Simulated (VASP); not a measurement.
# CdSi2 with PW91: from relaxation to properties, part 4 of 4

Wanted: the relaxed cell of CdSi2 and its properties. The cell is invented: it takes the structure of a Materials Project entry for Hf2Cd (space group 139 there), with some of its atoms replaced by other elements, volume scaled by an estimate. It may not be a known or stable phase.

VASP 6.6.1; PW91; plane waves and PAW (Cd, Si); invented cell.

So far. Step 4 (Single point with fields (PW91)): In this run the pressure is 0.25 GPa, with stress components up to 0.71 GPa and forces up to 0.093 eV/Å, which can come from another mesh, basis or smearing than the relaxation's or from a relaxation that stopped early. Step 5 (Bands along the symmetry lines (PW91)): There is no gap at this level. The relaxed cell has a = 2.999, c = 12.234 Å (conventional setting).

**6. Density of states (PW91)**

Here the states are counted by energy and projected on the atoms. The mesh is finer than in the run before.

The input, INCAR:

```
SYSTEM = CdSi2
PREC = Accurate
ENCUT = 400
EDIFF = 1E-06
NELM = 100
ISMEAR = -5
SIGMA = 0.05
LREAL = .FALSE.
ALGO = Normal
GGA = 91
NBANDS = 23
LORBIT = 11
LWAVE = .FALSE.
LCHARG = .FALSE.
NEDOS = 2001
```

The input, POSCAR:

```
CdSi2
1.0
   -1.4994243871      1.4994243871      6.1172251587
    1.4994243871     -1.4994243871      6.1172251587
    1.4994243871      1.4994243871     -6.1172251587
Cd Si
1 2
Direct
    0.0000000000      0.0000000000      0.0000000000
    0.6840818474      0.6840818474      0.0000000000
    0.3159181526      0.3159181526      0.0000000000
```

The input, KPOINTS:

```
Automatic mesh
0
Gamma
15 15 15
0 0 0
```

The projector-augmented-wave data sets are Cd and Si (PBE family, release 64).

The run is started by

```bash
$ mpirun -np 1 vasp_std
```

Output:

```text
[... set-up lines as in an earlier step ...]
 entering main loop
       N       E                     dE             d eps       ncg     rms          rms(c)
DAV:   1     0.815347402879E+02    0.81535E+02   -0.79776E+03 14016   0.639E+02
DAV:   2    -0.766477208236E+01   -0.89200E+02   -0.83395E+02 15846   0.173E+02
DAV:   3    -0.106284173507E+02   -0.29636E+01   -0.29500E+01 16521   0.312E+01
DAV:   4    -0.106388970024E+02   -0.10480E-01   -0.10478E-01 15034   0.202E+00
DAV:   5    -0.106389588625E+02   -0.61860E-04   -0.61844E-04 16693   0.151E-01    0.461E+00
DAV:   6    -0.100558361258E+02    0.58312E+00   -0.18557E+00 15198   0.114E+01    0.455E+00
DAV:   7    -0.100470700407E+02    0.87661E-02   -0.52866E-02 15712   0.143E+00    0.252E+00
DAV:   8    -0.100401390014E+02    0.69310E-02   -0.70786E-03 15971   0.609E-01    0.213E-01
DAV:   9    -0.100399374813E+02    0.20152E-03   -0.48838E-04 16383   0.192E-01    0.691E-02
DAV:  10    -0.100399314067E+02    0.60746E-05   -0.83575E-05 15495   0.537E-02    0.287E-02
DAV:  11    -0.100399281921E+02    0.32146E-05   -0.39589E-06 15976   0.992E-03    0.622E-03
DAV:  12    -0.100399303828E+02   -0.21907E-05   -0.56551E-07  9410   0.642E-03    0.102E-03
DAV:  13    -0.100399316855E+02   -0.13027E-05   -0.72116E-08  8689   0.153E-03    0.282E-04
DAV:  14    -0.100399317093E+02   -0.23865E-07   -0.82962E-09  7968   0.526E-04
   1 F= -.10039932E+02 E0= -.10039932E+02  d E =0.000000E+00
 -----------------------------------------------------------------------------
|                                                                             |
|           W    W    AA    RRRRR   N    N  II  N    N   GGGG   !!!           |
|           W    W   A  A   R    R  NN   N  II  NN   N  G    G  !!!           |
|           W    W  A    A  R    R  N N  N  II  N N  N  G       !!!           |
|           W WW W  AAAAAA  RRRRR   N  N N  II  N  N N  G  GGG   !            |
|           WW  WW  A    A  R   R   N   NN  II  N   NN  G    G                |
|           W    W  A    A  R    R  N    N  II  N    N   GGGG   !!!           |
|                                                                             |
|     Tetrahedron method does not include variations of the Fermi             |
|     occupations, so forces and stress will be inaccurate. We suggest        |
|     using a different smearing scheme ISMEAR = 1 or 2 for metals in         |
|     relaxations.                                                            |
|                                                                             |
 -----------------------------------------------------------------------------
```

The job ended after 7.1 min (1 MPI rank of Intel Xeon Platinum 8488C (Sapphire Rapids), shared host; peak memory 0.4 GiB).

OUTCAR, selected parts (step 6):

```text
   k-points           NKPTS =    288   k-points in BZ     NKDIM =    288   number of bands    NBANDS=     23

   NELECT =      20.0000    total number of electrons

 E-fermi :   6.1836

 k-point     1 :       0.0000    0.0000    0.0000
  band No.  band energies     occupation
    ...
      4      -2.4014      2.00000
      5      -2.4014      2.00000
      6      -2.1788      2.00000
      7      -1.5120      2.00000
      8      -0.3669      2.00000
      9       8.2664      0.00000
     10       8.2664      0.00000
     11       9.8021      0.00000
     12      10.6994      0.00000
     13      10.7234      0.00000
    ...

  Total        0.3264614      0.3264614     -0.4867156      0.0000000     -0.0000000     -0.0000000
  in kB        9.5077740      9.5077740    -14.1749735      0.0000000     -0.0000000     -0.0000000
  external PRESSURE =       1.6135248 kB  Pullay stress =       0.0000000 kB

 POSITION                                       TOTAL-FORCE (eV/Angst)
 -----------------------------------------------------------------------------------
      0.00000      0.00000      0.00000         0.000000      0.000000      0.000000
      0.00000      0.00000      8.36937         0.000000      0.000000      0.228850
      0.00000      0.00000      3.86508        -0.000000     -0.000000     -0.228850
 -----------------------------------------------------------------------------------
    total drift:                                0.000000     -0.000000     -0.000000

  FREE ENERGIE OF THE ION-ELECTRON SYSTEM (eV)
  ---------------------------------------------------
  free  energy   TOTEN  =       -10.0399317093 eV

  energy  without entropy=      -10.0399317093  energy(sigma->0) =      -10.03993171

[... 6 parts as in an earlier step ...]

[... 10 further parts left out ...]
```

Force components of up to 0.23 eV/Å appear here. Mesh or smearing differ from those of the relaxation, so its positions hold an error of that kind, and the forces of a metal with tetrahedra are inexact too. With tetrahedra the forces and stress of a metal are not exact derivatives of the energy.

Numbers from this step:

```yaml
scf_cycles: 14
irreducible_k_points: 288
free_energy_toten: -10.04 eV
fermi_energy: 6.184 eV
pressure: 0.1614 GPa
dos_at_the_fermi_level_one_point_of_the_energy_grid: 1.216 states/eV/cell
```

The density of states has structure finer than the step of the table below, so its rows give means over 0.5 eV, whole bins alone (the curve runs from -12.0 to 3.37 eV). Peaks (eV: height): total -9.16: 10.2, -8.77: 11.1, -8.60: 17.9; Cd d -9.16: 8.72, -8.77: 9.99, -8.60: 16.5.

States under -12.0 eV and over 3.4 eV are left out. The density of states by energy, zero at the Fermi level; means over each step; values in states/eV/cell:

```tsv
energy (eV)	total	Cd d
-11.5	0.415	0.00748
-11.0	0.430	0.0172
-10.5	0.469	0.0466
-10.0	0.670	0.191
-9.5	3.95	3.18
-9.0	8.75	7.47
-8.5	7.29	6.40
-8.0	1.08	0.537
-7.5	0.904	0.141
-7.0	0.913	0.0987
-6.5	0.809	0.0736
-6.0	0.710	0.0546
-5.5	0.763	0.0447
-5.0	1.01	0.0437
-4.5	0.959	0.0348
-4.0	1.02	0.0321
-3.5	1.15	0.0422
-3.0	1.03	0.0353
-2.5	1.22	0.0391
-2.0	1.13	0.0359
-1.5	1.29	0.0401
-1.0	1.24	0.0352
-0.5	1.26	0.0329
0.0	1.23	0.0294
0.5	1.50	0.0356
1.0	1.40	0.0312
1.5	1.41	0.0304
2.0	1.66	0.0366
2.5	1.50	0.0340
3.0	1.44	0.0325
```

Force by atom:

```tsv
atom	x (eV/Å)	y (eV/Å)	z (eV/Å)	size
Cd1	0.000	0.000	0.000	0.000
Si2	0.000	0.000	0.229	0.229
Si3	0.000	0.000	-0.229	0.229
```

The finer mesh and the other smearing move the Fermi level by -0.08 eV from the 10×10×10 run, one measure of the sampling error in the zero of the bands above.

**7. Core levels (PW91)**

Core levels shift with the potential at each site, so they tell like atoms on unlike sites apart.

The input, INCAR:

```
SYSTEM = CdSi2
PREC = Accurate
ENCUT = 400
EDIFF = 1E-06
NELM = 100
ISMEAR = 0
SIGMA = 0.05
LREAL = .FALSE.
ALGO = Normal
GGA = 91
NBANDS = 16
LORBIT = 11
LWAVE = .FALSE.
LCHARG = .FALSE.
ICORELEVEL = 1
```

POSCAR is that of step 6.

The input, KPOINTS:

```
Automatic mesh
0
Gamma
10 10 10
0 0 0
```

The run is started by

```bash
$ mpirun -np 1 vasp_std
```

Output:

```text
[... set-up lines as in an earlier step ...]
 entering main loop
       N       E                     dE             d eps       ncg     rms          rms(c)
[... 13 cycles as in an earlier step ...]
   1 F= -.10030788E+02 E0= -.10030218E+02  d E =-.114012E-02
```

Wall time 1.7 min (1 MPI rank); peak memory 0.28 GiB.

Parts of OUTCAR (step 7):

```text
   NELECT =      20.0000    total number of electrons

 the core state eigenenergies are
   1-  1s -26510.6576  2s  -3927.8300  2p  -3523.0864  3s   -724.6460  3p   -591.9354
       3d   -384.3930  4s    -96.7243  4p    -57.7658
   2-  1s  -1774.9201  2s   -128.5657  2p    -84.6182
   3-  1s  -1774.9201  2s   -128.5657  2p    -84.6182

 E-fermi :   6.2650

[... 19 parts as in an earlier step ...]

[... 2 further parts left out ...]
```

These are scalar-relativistic Kohn-Sham levels of the ground state, with no core hole, so they are not binding energies.

This step gave:

* SCF cycles: 13
* bands: 16
* irreducible k-points: 102
* free energy (TOTEN): -10.03 eV
* Fermi energy: 6.265 eV
* pressure: 0.2522 GPa

Kohn-Sham core levels. Core levels, by row:

```tsv
atom	shell	level below the Fermi level (eV)
Cd1	1s	26517
Cd1	2s	3934
Cd1	2p	3529
Cd1	3s	730.9
Cd1	3p	598.2
Cd1	3d	390.7
Cd1	4s	103
Cd1	4p	64.03
Si2	1s	1781
Si2	2s	134.8
Si2	2p	90.88
Si3	1s	1781
Si3	2s	134.8
Si3	2p	90.88
```

Force by atom:

```tsv
atom	x (eV/Å)	y (eV/Å)	z (eV/Å)	size
Cd1	0.0000	0.0000	0.0000	0.0000
Si2	0.0000	0.0000	-0.0930	0.0930
Si3	0.0000	0.0000	0.0930	0.0930
```

Atoms of one element give levels within 0.1 eV of each other.

**8. Vibrations at Γ (PW91)**

Zone-centre modes test whether the atoms sit at a minimum within this cell. IBRION = 8 takes the force constants from linear response, which needs tightly converged orbitals.

The input, INCAR:

```
SYSTEM = CdSi2
PREC = Accurate
ENCUT = 400
EDIFF = 1E-08
NELM = 100
ISMEAR = 1
SIGMA = 0.2
LREAL = .FALSE.
ALGO = Normal
GGA = 91
NBANDS = 16
LORBIT = 11
LWAVE = .FALSE.
LCHARG = .FALSE.
IBRION = 8
ISIF = 2
```

POSCAR is that of step 7.

The input, KPOINTS:

```
Automatic mesh
0
Gamma
18 18 18
0 0 0
```

The run is started by

```bash
$ mpirun -np 1 vasp_std
```

Output:

```text
[... set-up lines as in an earlier step ...]
 entering main loop
       N       E                     dE             d eps       ncg     rms          rms(c)
DAV:   1     0.757394129199E+02    0.75739E+02   -0.83777E+03 15864   0.919E+02
DAV:   2    -0.832704946304E+01   -0.84066E+02   -0.80708E+02 19296   0.224E+02
DAV:   3    -0.106302147784E+02   -0.23032E+01   -0.22969E+01 18856   0.373E+01
DAV:   4    -0.106387968527E+02   -0.85821E-02   -0.85802E-02 19248   0.239E+00
[...]
DAV:  14    -0.100337548668E+02    0.38625E-07   -0.96487E-09 12056   0.893E-04    0.259E-04
DAV:  15    -0.100337548425E+02    0.24253E-07   -0.10112E-09  9768   0.234E-04    0.699E-05
DAV:  16    -0.100337548345E+02    0.80038E-08   -0.12413E-10  8856   0.983E-05
   1 F= -.10033755E+02 E0= -.10033785E+02  d E =0.904590E-04
 Linear response reoptimize wavefunctions to high precision
DAV:   1    -0.100337548354E+02   -0.89153E-09   -0.14004E-11  9496   0.257E-05
DAV:   2    -0.100337548354E+02   -0.12051E-10   -0.17328E-12  8512   0.925E-06
 Linear response DOF=           4
 Linear response progress:
  Degree of freedom:   1/  4
       N       E                     dE             d eps       ncg     rms          rms(c)
RMM:   1    -0.420580362380E+00   -0.42058E+00   -0.22524E-01 44148   0.312E+00
RMM:   2    -0.421311211259E+00   -0.73085E-03   -0.10613E-03 41971   0.252E-01    0.385E-02
RMM:   3    -0.420814728584E+00    0.49648E-03   -0.10321E-05 42377   0.250E-02    0.226E-02
RMM:   4    -0.420178218665E+00    0.63651E-03   -0.18681E-05 42431   0.276E-02    0.384E-03
[...]
RMM:   8    -0.420161866495E+00   -0.47638E-06   -0.21554E-09 45248   0.300E-04    0.418E-05
RMM:   9    -0.420161591259E+00    0.27524E-06    0.18219E-10 47642   0.462E-05    0.651E-06
RMM:  10    -0.420161600265E+00   -0.90064E-08   -0.21714E-10 46837   0.914E-06    0.267E-06
 first order change of Fermi-energy   0.14134E-03
 force on displaced ion       1 direction 1 :  -0.102   0.000  -0.000
 Linear response progress:
  Degree of freedom:   2/  4
       N       E                     dE             d eps       ncg     rms          rms(c)
RMM:   1    -0.449623310529E+00   -0.44962E+00   -0.23219E-01 24884   0.327E+00
RMM:   2    -0.448655756669E+00    0.96755E-03   -0.17997E-03 23658   0.319E-01    0.436E-02
RMM:   3    -0.448239487021E+00    0.41627E-03   -0.21228E-05 23761   0.317E-02    0.253E-02
RMM:   4    -0.447786075876E+00    0.45341E-03   -0.18601E-05 24216   0.252E-02    0.528E-03
[...]
RMM:   9    -0.447749641251E+00    0.28111E-06   -0.64811E-10 26776   0.338E-05    0.169E-05
RMM:  10    -0.447749509036E+00    0.13222E-06   -0.10486E-09 26286   0.164E-05    0.324E-06
RMM:  11    -0.447749513429E+00   -0.43926E-08   -0.79728E-11 22443   0.477E-06    0.119E-06
 first order change of Fermi-energy  -0.19474E-04
 force on displaced ion       1 direction 3 :  -0.000  -0.000  -2.763
 Linear response progress:
  Degree of freedom:   3/  4
       N       E                     dE             d eps       ncg     rms          rms(c)
RMM:   1    -0.137110029922E-01   -0.13711E-01    0.37300E-03107223   0.543E-01
RMM:   2    -0.130428382036E-01    0.66816E-03   -0.46021E-04 76647   0.122E-01    0.502E-02
```

Elapsed: 41 min, on 1 MPI rank.

The run was cut off at its time limit.

More ranks or a longer limit might have been enough; this was not tried.

**9. Summary of results**

```
relaxed volume                            : 18.34 Å³/atom
relaxed conventional cell a, b, c         : 2.999, 2.999, 12.234 Å
space group after relaxing, within 0.02 Å : I4/mmm (No. 139)
band gap                                  : none, a metal
DOS at the Fermi level                    : 1.22 states/eV/cell
shallowest level of the frozen cores      : Cd1 4p, 64.0 eV deep
```

With PW91, CdSi2 relaxes to 18.34 Å³/atom in space group I4/mmm (held by the symmetry of the run) and comes out as a metal. Not obtained: vibrations at Γ (PW91), because the run hit its time limit. Bands along the symmetry lines (PW91): Of the bands kept, 4 cross the Fermi level on this path. Spin-orbit coupling is left out; it would split some degenerate bands. No search among competing phases was made. All values are for a static lattice at zero temperature.

[Lines on the potential files, build, host, timing and source positions are cut from VASP's logs without a mark.]

[Logs are printed without paths, hosts, clocks, repeated set-up lines and the standing remarks that a program may print on its own settings, such as how far it seeks lower states.]

[Hosts, paths, dates, database ids (printed as entryN), source tags and the programs' standing remarks are cut or masked in the printed files.]

[A measured line is paired with the nearest computed mode of its activity, which favours agreement.]

[In band tables of VASP the shares of atoms and orbitals are scaled to a sum of 1 inside the atoms' spheres.]
